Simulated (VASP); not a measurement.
Computed with HSE06 screened hybrid, VASP's PBE PAW potentials (set 64) (plane waves; VASP).

VASP input:

KPOINTS:
```
Automatic mesh
0
Gamma
6 6 6
0 0 0
```

### INCAR
```
! general
SYSTEM  =KBr
PREC    =Accurate
ENCUT   =520   ! plane-wave cut-off (eV)
LREAL   =F
LASPH   =T   ! aspherical one-centre terms
ISYM    =3

! electronic loop
EDIFF   =1E-6   ! SCF stop (eV)
NELM    =60
ALGO    =Normal
LMAXMIX =4

! smearing
ISMEAR  =0
SIGMA   =0.05

! functional
GGA     =PE   ! PBE
LHFCALC =T
AEXX    =0.25
HFSCREEN=0.2   ! 1/Angstrom
PRECFOCK=Fast

! ions
ISIF    =2

! output
LWAVE   =F
LCHARG  =F
```

File POSCAR:
```
KBr
4.6445470
  0.0000000000   0.7071067434   0.7071067434
  0.7071067434   0.0000000000   0.7071067434
  0.7071067434   0.7071067434   0.0000000000
K Br
1 1
Cart
  0.0000000000   0.0000000000   0.0000000000
  0.7071067434   0.7071067434   0.7071067434
```

POTCAR, in this order: K_sv Br (PBE.64 set). Program: vasp_std. Read from the step before: WAVECAR.

Q: Predict the energy per atom (σ→0), band gap (on the k-mesh).

A: 
| Property | Result |
|---|---|
| energy per atom (σ→0) | -3.590 eV/atom |
| band gap (on the k-mesh) | 5.66 eV |

### OSZICAR
```
...
DAV:   2    -0.718131126299E+01   -0.16593E-02   -0.57055E-03   472   0.629E-01    0.711E-01
DAV:   3    -0.718097392008E+01    0.33734E-03   -0.50487E-04   468   0.216E-01    0.403E-01
DAV:   4    -0.718088863221E+01    0.85288E-04   -0.15675E-04   472   0.109E-01    0.228E-01
DAV:   5    -0.718087172506E+01    0.16907E-04   -0.35562E-05   560   0.479E-02    0.131E-01
DAV:   6    -0.718086654279E+01    0.51823E-05   -0.64598E-06   524   0.227E-02    0.765E-02
DAV:   7    -0.718086498408E+01    0.15587E-05   -0.20637E-06   456   0.139E-02    0.451E-02
DAV:   8    -0.718086473079E+01    0.25329E-06   -0.77303E-07   336   0.906E-03
   1 F= -.71808647E+01 E0= -.71808647E+01  d E =-.256685E-22
```

The compound is KBr in the rock salt structure. This cell is one point of a volume scan, at 0.94 of the reference volume. The cell's shape comes from a PBE relaxation.
